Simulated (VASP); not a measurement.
Given:

```
CELL_PARAMETERS angstrom
      0.00000     2.82967     2.82967
      2.82967     0.00000     2.82967
      2.82967     2.82967     0.00000
ATOMIC_POSITIONS crystal
  Ca 0.00000 0.00000 0.00000
  S  0.50000 0.50000 0.50000
```

The numbers are results of AM05 GGA, VASP's PBE PAW potentials (set 64) (plane waves; VASP), not measurements. Numerical set-up: 520 eV cut-off, 9×9×9 Γ-centred mesh, tetrahedra with Blöchl corrections, potentials Ca_sv S.

Problem. The job: CaS (rock salt), 2 atoms, AM05, static run, 520 eV, 9×9×9 Γ-centred mesh. Roughly how much core time does it take on a busy server core?

Solution. About 10 core-seconds (one run on a shared machine, a rough figure). It had 35 irreducible k-points, 12 bands, up to 1243 plane waves and 14 electronic steps.

The compound is CaS in the rock salt structure. It was relaxed first.
